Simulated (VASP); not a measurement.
**GaN (space group F-43m): computed properties**

Computed with r2SCAN meta-GGA, VASP's PBE PAW potentials (set 64) (plane waves; VASP).

| Item | Result |
|---|---|
| space group | F-43m (216) |
| cell | a = 4.5070 Å, b = 4.5070 Å, c = 4.5070 Å, α = 90.00°, β = 90.00°, γ = 90.00° |
| volume per atom | 11.44 Å^3/atom |
| band gap (over mesh and band path) | 2.12 eV |
| smallest direct gap (over mesh and band path) | 2.12 eV |
| band-edge character without spin-orbit coupling | direct, Γ to Γ |
| band gap with spin-orbit coupling | 2.12 eV |
| density | 6.07 g/cm³ |

Space group F-43m (No. 216); a = b = c = 4.507 Å, α = β = γ = 90.00°

```json
[
 {"atom": "Ga", "site": "4a", "symmetry": "-43m", "x": "0.0000", "y": "0.0000", "z": "0.0000"},
 {"atom": "N", "site": "4c", "symmetry": "-43m", "x": "0.2500", "y": "0.2500", "z": "0.2500"}
]
```
(The calculation used a cell of 2 atoms; values per cell refer to that cell.)

The structure comes from a computed database's GaN entry (F-43m); how it stands against other phases isn't given here. The cell was not relaxed at this level.
